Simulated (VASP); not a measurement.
# A VASP 6.6.1 single-point calculation on KMgI₃

INCAR

```
ISIF = 2
NBANDS = 24
EDIFF = 1E-7
LREAL = .FALSE.
IBRION = -1
ENCUT = 520
LASPH = .TRUE.
NSW = 0
ISMEAR = -1
NELM = 82
PREC = Accurate
LCHARG = .FALSE.
SIGMA = 0.02
GGA = PE
LWAVE = .FALSE.
```

KPOINTS

```
KPOINTS created by Atomic Simulation Environment
0
Monkhorst-Pack
4 4 4
0 0 0
```

POSCAR

```
K  Mg I
 1.0000000000000000
     5.6394409076000001    0.0000000000000000    0.0000000000000000
     0.0000000000000000    5.6394409076000001    0.0000000000000000
     0.0000000000000000    0.0000000000000000    5.6394409076000001
 K   Mg  I
   1   1   3
Cartesian
  0.0000000000000000  0.0000000000000000  0.0000000000000000
  2.8197204538000000  2.8197204538000000  2.8197204538000000
  2.8197204538000000  2.8197204538000000  0.0000000000000000
  2.8197204538000000  0.0000000000000000  2.8197204538000000
  0.0000000000000000  2.8197204538000000  2.8197204538000000
```

The recommended PBE PAW datasets give the neutral cell 32 valence electrons.

Command

```
mpirun -np 1 vasp_std
```

Q: Predict the outcome of this run.

A: It converged. Results: gap between bands v and c on the k mesh 2.17 eV; least direct gap on the k mesh 2.58 eV; pressure 2.7 GPa. Band v is the last that the valence electrons fill when counted band by band, and c is the next.

OSZICAR

```
N       E                     dE             d eps       ncg     rms          rms(c)
DAV:   1     0.180883425107E+03    0.18088E+03   -0.12212E+04   192   0.111E+03
DAV:   2     0.566939077951E+00   -0.18032E+03   -0.16997E+03   264   0.217E+02
DAV:   3    -0.124555310265E+02   -0.13022E+02   -0.12948E+02   264   0.542E+01
DAV:   4    -0.129336965715E+02   -0.47817E+00   -0.47785E+00   272   0.103E+01
DAV:   5    -0.129480949122E+02   -0.14398E-01   -0.14397E-01   296   0.145E+00    0.445E+00
DAV:   6    -0.127011030368E+02    0.24699E+00   -0.28364E-01   232   0.219E+00    0.306E+00
DAV:   7    -0.126389764476E+02    0.62127E-01   -0.32098E-01   256   0.225E+00    0.110E+00
DAV:   8    -0.126390334989E+02   -0.57051E-04   -0.28146E-02   272   0.773E-01    0.183E-01
DAV:   9    -0.126389078407E+02    0.12566E-03   -0.88004E-04   248   0.140E-01    0.692E-02
DAV:  10    -0.126389899352E+02   -0.82095E-04   -0.25993E-04   248   0.931E-02    0.180E-02
DAV:  11    -0.126389915851E+02   -0.16499E-05   -0.32353E-05   304   0.253E-02    0.127E-02
DAV:  12    -0.126389908899E+02    0.69522E-06   -0.19302E-06   248   0.758E-03    0.422E-03
DAV:  13    -0.126389909399E+02   -0.50018E-07   -0.75965E-07   256   0.449E-03
   1 F= -.12638991E+02 E0= -.12638991E+02  d E =-.121503E-10
```

The shifted mesh misses Γ, so a band edge there is missed.

For comparison, a separate PBE run of the intended cell, on usual settings and not on those above, gives a gap of 1.33 eV on its mesh and a pressure of 2.7 GPa.
